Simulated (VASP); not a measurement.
A convergence study with VASP on WC (space group P-6m2): one setting is varied, all else stays as given below, so the limit is that of these other settings. Each run relaxes cell and ions from the cell shown. The basis is that of the starting cell, so low cut-offs carry a Pulay error.

```
WC
1.0
    1.46227    -2.53274     0.00000
    1.46227     2.53274     0.00000
    0.00000     0.00000     2.85420
W C
1 1
Direct
  0.00000   0.00000   0.00000
  0.33333   0.66667   0.50000
```

Level of theory: LDA (Ceperley-Alder, Perdew-Zunger), VASP's LDA PAW potentials (set 64) (plane waves; VASP 6.6.1). The tightest run used: 800 eV cut-off, 13×13×12 Γ-centred mesh, Gaussian smearing of 0.10 eV, potentials W_sv C.

Question: The settings run are ENCUT = 200; ENCUT = 240; ENCUT = 280; ENCUT = 340; ENCUT = 400; ENCUT = 480; ENCUT = 600; ENCUT = 800. From which on does the relaxed volume stay within 0.05 Å³/atom of the tightest run?

Answer: From ENCUT = 400 on: it is off by 0.018 there and by no more than 0.05 in any finer run, while ENCUT = 340 is off by 0.088.
```json
[
 {"setting": "ENCUT = 200", "relaxed volume (Å³/atom)": "9.641", "E (eV/atom)": "-12.5706", "plane waves": "147", "difference judged (Å³/atom)": "0.548"},
 {"setting": "ENCUT = 240", "relaxed volume (Å³/atom)": "9.821", "E (eV/atom)": "-12.4620", "plane waves": "199", "difference judged (Å³/atom)": "0.368"},
 {"setting": "ENCUT = 280", "relaxed volume (Å³/atom)": "9.964", "E (eV/atom)": "-12.3973", "plane waves": "238", "difference judged (Å³/atom)": "0.225"},
 {"setting": "ENCUT = 340", "relaxed volume (Å³/atom)": "10.101", "E (eV/atom)": "-12.3673", "plane waves": "316", "difference judged (Å³/atom)": "0.088"},
 {"setting": "ENCUT = 400", "relaxed volume (Å³/atom)": "10.171", "E (eV/atom)": "-12.3566", "plane waves": "405", "difference judged (Å³/atom)": "0.018"},
 {"setting": "ENCUT = 480", "relaxed volume (Å³/atom)": "10.190", "E (eV/atom)": "-12.3512", "plane waves": "515", "difference judged (Å³/atom)": "0.001"},
 {"setting": "ENCUT = 600", "relaxed volume (Å³/atom)": "10.187", "E (eV/atom)": "-12.3517", "plane waves": "716", "difference judged (Å³/atom)": "0.002"},
 {"setting": "ENCUT = 800", "relaxed volume (Å³/atom)": "10.189", "E (eV/atom)": "-12.3538", "plane waves": "1101", "difference judged (Å³/atom)": "0.000"}
]
```

Left out are rungs that failed or repeat a setting and relaxations that didn't move; long series are thinned to 24 rows.

The structure is a typed WC crystal (space group no. 187).
